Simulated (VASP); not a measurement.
Here is the system:

```yaml
crystal:
  lattice:
    - [4.22264, 0.00000, 0.00000]
    - [-2.11132, 3.65691, 0.00000]
    - [0.00000, 0.00000, 5.80865]
  atoms:
    - { symbol: Bi, position: [0.33333, 0.66667, 0.25000] }
    - { symbol: Bi, position: [0.66667, 0.33333, 0.75000] }
    - { symbol: Rh, position: [0.00000, 0.00000, 0.50000] }
    - { symbol: Rh, position: [0.00000, 0.00000, 0.00000] }
```

All values below come from LDA (Ceperley-Alder, Perdew-Zunger), VASP's LDA PAW potentials (set 64) (plane waves; VASP). Run with 300 eV cut-off, 9×9×6 Γ-centred mesh, Fermi-Dirac smearing of 0.14 eV, potentials Bi_d Rh_pv.

At this cut-off the stress carries a Pulay error, which pulls relaxed volumes low. Unless said otherwise, spin-orbit coupling is left out, though it shifts the bands of the heavy elements here.

**Question.** Predict the energy per atom (σ→0), pressure, band gap (on the k-mesh) with the smallest direct gap where there is one.

**Answer.** 
```json
{
  "band gap (on the k-mesh)": "none (metal, semimetal or under 0.01 eV)",
  "energy per atom (σ→0)": "-6.717 eV/atom",
  "pressure": "-115.5 kbar"
}
```

Only differences to runs with the same potentials and settings are physical.

The structure comes from a computed database's BiRh entry (P6_3/mmc); how it stands against other phases isn't given here. The cell was not relaxed at this level.
